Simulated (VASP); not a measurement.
# Bulk modulus and pressure derivative of fcc Al at SCAN, from stress and from energy

Total energy and stress are calculated for fcc Al at seven fixed volumes, from 17.029 down to 15.101 Å³ per atom, with the SCAN functional. The question is which bulk modulus $B_0$ and pressure derivative $B_0'$ follow from each of the two outputs, and how closely they agree. Both constants are needed to convert lattice strain into pressure, for instance in high-pressure cells or in stressed metal films, and $B_0'$ decides how fast the metal stiffens. Strain is Eulerian, positive in compression, and counted from the fitted equilibrium volume of 16.0593 Å³ per atom. Energies are counted from the lowest calculated point. One measured bulk modulus is available for comparison.

## Computational details

One crystal, Al (fcc) (known phase), at SCAN: single-point runs on uniformly scaled copies of a cell relaxed at SCAN; symmetry fixes shape and positions. Program: VASP 6.6.1, plane waves and PAW (data sets made for PBE of release 64), scalar-relativistic without spin-orbit coupling, no spin polarisation. Cutoff 400 eV; on the k meshes the divisions times the cell-vector length are 22 Å or more. Occupations: first-order Methfessel-Paxton smearing of 0.2 eV. The coarsest mesh (22 Å) is coarse for metals and narrow gaps.

Notes on method and selection:

- Third-order Birch-Murnaghan: P = 3·B0·f·(1 + 2f)^(5/2)·[1 + (3/2)(B0′ − 4)·f]. The fit to the energies of these runs gives B0 = 85.8 GPa and B0′ = 5.49.
- Static lattice. The pressure from the stress tensor and the slope of the energy need not agree exactly at a finite cutoff and mesh.
- A measured value is attached only where its sources agree among themselves; tables made before the last selection also left out values far from the computed one, as likely another phase or mode.
- Series whose points a third-order Birch-Murnaghan form does not fit, or whose B0′ lies outside 2 to 8, were left out.
- Crystals whose pressure at the fitted V0 departs from zero by more than 0.6 % of B0 plus 0.1 GPa, and layered compounds, were left out.
- Runs that did not converge, have known faults or may not be shown are not listed, and runs on Ansatz's PAW sets soft_1 and soft_2 are kept to separate tables.

Columns:

- Eulerian strain: Eulerian strain f = ½[(V0/V)^(2/3) − 1] with the fitted V0 = 16.0593 Å³ per atom, compression positive.
- fitted bulk modulus (GPa): bulk modulus at that volume from the third-order Birch-Murnaghan fit to the energies.
- volume (Å³): volume per atom.
- pressure (GPa): pressure from the stress tensor, compression positive.
- energy (meV/atom): energy per atom above the lowest point, extrapolated to zero smearing.

Input lines of one member:

```
PREC = Accurate
ENCUT = 400
EDIFF = 1E-06
NELM = 100
ISMEAR = 1
SIGMA = 0.2
LREAL = .FALSE.
ALGO = Normal
METAGGA = SCAN
LASPH = .TRUE.
NBANDS = 7
LORBIT = 11
ISIF = 2
```

Command (options for logging and memory left out): `vasp_std`

## Table of results

| member | Eulerian strain | fitted bulk modulus (GPa) | volume (Å³) | pressure (GPa) | energy (meV/atom) |
| --- | --- | --- | --- | --- | --- |
| V = 17.029 Å³ | −0.01916 | 61.2 | 17.0289 | −4.33 | 13.79 |
| V = 16.708 Å³ | −0.01302 | 68.6 | 16.7076 | −3.06 | 6.42 |
| V = 16.386 Å³ | −0.00667 | 76.6 | 16.3863 | −1.62 | 1.69 |
| V = 16.065 Å³ | −0.00012 | 85.6 | 16.0650 | 0.01 | 0.00 |
| V = 15.744 Å³ | 0.00666 | 95.5 | 15.7437 | 1.85 | 1.72 |
| V = 15.422 Å³ | 0.01367 | 106.5 | 15.4224 | 3.90 | 7.37 |
| V = 15.101 Å³ | 0.02093 | 118.7 | 15.1011 | 6.16 | 17.47 |

Least-squares fits to the whole series, with x = Eulerian strain; R² and errors in the fitted variable (y, or ln y where the fit is in ln y):

| y | members | fit | R² | rms residual | leave-one-out rms | the same for the mean of the others |
| --- | --- | --- | --- | --- | --- | --- |
| pressure (GPa) | 7 | y = 0.04653 + 259.2 x + 1592 x² | 1.00 | 0.0077 | 0.020 | 4.1 |
| energy (meV/atom) | 7 | y = −0.02177 + 17.96 x + 38840 x² | 1.00 | 0.095 | 0.26 | 7.1 |

## Mechanism

Pressure rises at every step of compression, and by more each time. The volume steps are equal, yet the first adds 4.33 − 3.06 = 1.27 GPa and the last 6.16 − 3.90 = 2.26 GPa, which is 2.26 / 1.27 = 1.78 times as much. Most of this growth reflects the rise of the bulk modulus, which $B_0'$ describes; the rest arises because equal volume steps are larger fractions of a smaller volume.

To second order in strain, the Birch-Murnaghan form reads

$$P \approx 3B_0 f\left\{1+\left[5+\tfrac{3}{2}(B_0'-4)\right]f\right\}.$$

The quadratic fit to the stress pressures then gives $B_0$ = 259.2 / 3 = 86.4 GPa. Its curvature gives $B_0'$ = 4 + (2/3) × (1592 / 259.2 − 5) = 4.76. The fit also has a free constant, which the Birch-Murnaghan form lacks, and the curvature depends on whether one is allowed. The third-order fit to the energies gives 85.8 GPa and 5.49. The two routes therefore agree on $B_0$ to 0.6 GPa, part of which comes from cutting the expansion at second order, but differ by 5.49 − 4.76 = 0.73 in $B_0'$.

The gap in $B_0'$ comes from the smearing. The stress is the derivative of the smeared free energy, whereas the tabulated energies are extrapolated to zero smearing, so the two routes follow slightly different curves. A third-order fit to the free energies of the same runs, which the table does not list, gives a $B_0'$ close to the stress value and hardly moves $B_0$. The order of the derivatives explains why so slight a change shows mainly in $B_0'$: $B_0$ is the slope of the pressure, while $B_0'$ rests on its curvature, which is a small part of the signal. At the most compressed volume, a change of 0.73 in $B_0'$ alters the pressure by only 3 × 85.8 × 1.5 × 0.73 × 0.02093² = 0.12 GPa, against a total of 6.16 GPa.

The stiffening itself has a simple origin in a nearly free-electron metal. The kinetic energy of the electrons grows as $V^{-2/3}$, whereas the electrostatic and exchange attraction grows only as $V^{-1/3}$. The two balance at equilibrium, and the steeper repulsive term wins on compression. For an energy made of one repulsive term $V^{-n/3}$ and one attractive term $V^{-m/3}$, $B_0' = 2 + (m+n)/3$, here 2 + (1 + 2)/3 = 3. The model thus gives the right sign but too little stiffening; it leaves out the repulsion of the valence electrons from the ion cores, which grows as $1/V$ and so raises $B_0'$, and the response of the electrons to the lattice.

## Where the trend breaks

Largest departures from the fit to the whole series:

| member | pressure (GPa) | fit | computed − fit | in rms residuals |
| --- | --- | --- | --- | --- |
| V = 15.422 Å³ | 3.90 | 3.89 | +0.01 | 1.6 |
| V = 15.101 Å³ | 6.16 | 6.17 | −0.01 | 1.2 |
| V = 16.386 Å³ | −1.62 | −1.61 | −0.01 | 1.1 |
| V = 15.744 Å³ | 1.85 | 1.84 | +0.01 | 0.9 |

The stress pressures leave the quadratic fit by only about 0.01 GPa. Rounding to two decimals explains at most 0.005 GPa of this, and the signs are regular: below the fit at 16.386 Å³, above it at 15.744 and 15.422 Å³, below it again at 15.101 Å³. The cubic term of the Birch-Murnaghan pressure is not the reason, since it would raise the compressed end; the cause of this small pattern stays open. The energies leave their parabola by about 0.1 meV/atom with a regular pattern: at the most compressed volume the calculated energy is higher than the fit, at the most expanded one lower. That is the mark of the missing cubic term, which the Birch-Murnaghan form contains.

A more telling test sets the stress pressure against the pressure implied by the energy fit. The full third-order formula with 85.8 GPa and 5.49 gives:

- At 15.101 Å³: 3 × 85.8 × 0.02093 × (1 + 2 × 0.02093)^2.5 × (1 + 1.5 × (5.49 − 4) × 0.02093) = 6.25 GPa. The stress differs from it by 6.16 − 6.25 = −0.09 GPa.
- At 17.029 Å³: −3 × 85.8 × 0.01916 × (1 − 2 × 0.01916)^2.5 × (1 − 1.5 × (5.49 − 4) × 0.01916) = −4.28 GPa. The difference is −4.33 + 4.28 = −0.05 GPa.
- At 15.744 Å³: 3 × 85.8 × 0.00666 × (1 + 2 × 0.00666)^2.5 × (1 + 1.5 × (5.49 − 4) × 0.00666) = 1.80 GPa. The difference is 1.85 − 1.80 = +0.05 GPa.

The differences are negative at both ends and positive between them, and smearing accounts for this pattern. The free energy and the extrapolated energy lie very close together, but the distance between them varies unevenly with volume, and the slope of that distance appears as a pressure difference. The fixed cutoff can also separate a stress from an energy slope. It would do so for the free energy too, yet the constants fitted to the free energies nearly match those from the stress, so its part here is minor.

## Comparison with experiment

| member | quantity | measured | computed | computed − measured | conditions | source |
| --- | --- | --- | --- | --- | --- | --- |
| V = 16.065 Å³ | fitted bulk modulus (GPa) | 76.9 | 85.6 | +8.7 (+11.3 %) | bulk modulus; literature comparison value; Voigt average; temperature not stated; literature experiment | [1] |

Sources:

[1] "The interpretation of polycrystalline coherent inelastic neutron scattering from aluminium" (2013, PubMed Central 3831299)

The calculated bulk modulus at 16.065 Å³ is 85.6 GPa and the measured one 76.9 GPa, a difference of +8.7 GPa or +11.3 %. The pressure derivative is not compared here, and a single measured point says nothing about the trend with strain.

Lattice expansion acts in the direction of the difference. In the table, going from 16.065 to 16.386 Å³, an expansion of 2 %, lowers the fitted modulus from 85.6 to 76.6 GPa. Zero-point motion and heating both expand the metal, so they could account for part of the gap; how large a part depends on the expansion, which a static lattice does not give. The coarse k mesh, the use of PAW data sets made for PBE and the functional itself are further possible sources.

The measured value is a literature figure without a stated temperature. Its Voigt averaging is harmless, since for a cubic crystal the bulk modulus does not depend on the averaging scheme. If it derives from sound velocities it is adiabatic, which at room temperature lies a few per cent above the isothermal modulus, and the like-for-like gap would be somewhat wider. The comparison therefore does not establish that SCAN makes Al too stiff.

## Problems

**What bulk modulus follows from two pressures next to equilibrium?**
With $B = -V\,\Delta P/\Delta V$ and the rows at 16.386 and 15.744 Å³, the pressure difference is 1.85 + 1.62 = 3.47 GPa and the volume difference is 0.6426 Å³. At the middle volume this gives 16.065 × 3.47 / 0.6426 = 86.8 GPa, within about 1 GPa of the energy fit.

**Can both constants be recovered by hand from the energies?**
The energy form is $E = \tfrac{9}{2}B_0V_0f^2[1+(B_0'-4)f]$, so $E/f^2$ is a straight line in $f$.
- Compressed end: 17.47 / 0.02093² = 39880 meV/atom.
- Expanded end: 13.79 / 0.01916² = 37564 meV/atom.
- Slope: (39880 − 37564) / (0.02093 + 0.01916) = 57770 meV/atom.
- Value at zero strain: 37564 + 57770 × 0.01916 = 38671 meV/atom.

Hence $B_0'$ = 4 + 57770 / 38671 = 5.49. With 1 meV/Å³ = 0.16 GPa, $B_0$ = 38671 × 0.16 / (4.5 × 16.0593) = 86 GPa. An error of 0.1 meV/atom in the compressed end point alone would move $B_0'$ by roughly 0.14.

**Which volume corresponds to 3 GPa?**
The target lies between 1.85 and 3.90 GPa. Linear interpolation gives 15.7437 − (15.7437 − 15.4224) × (3.00 − 1.85) / (3.90 − 1.85) = 15.56 Å³ per atom.

## Rules of thumb and their limits

Fitted to volumes between 17.029 and 15.101 Å³ per atom, the equilibrium modulus $B_0$ is about 86 GPa by either route, while the two values of $B_0'$ are about 4.8 and 5.5. The gap between these two reflects the treatment of the smearing, not a conflict between stress and energy as methods. Which value lies nearer to the limit of zero smearing and a dense mesh is not tested here, so even the first decimal of $B_0'$ is unsettled. The smooth fit is partly a matter of selection, because series that the Birch-Murnaghan form does not describe were left out.

For a smeared metal, the stress should be checked against the free energy, not against the energy extrapolated to zero smearing. Even then, agreement is a test of consistency, not of convergence: both use the same smearing and the same k mesh, which is coarse for a metal. A separate density-of-states run on this crystal gave a pressure clearly further from zero than the run at the relaxed volume, so the equilibrium volume also depends on the settings.

[Logs are printed without paths, hosts, clocks, repeated set-up lines and the standing remarks that a program may print on its own settings, such as how far it seeks lower states.]
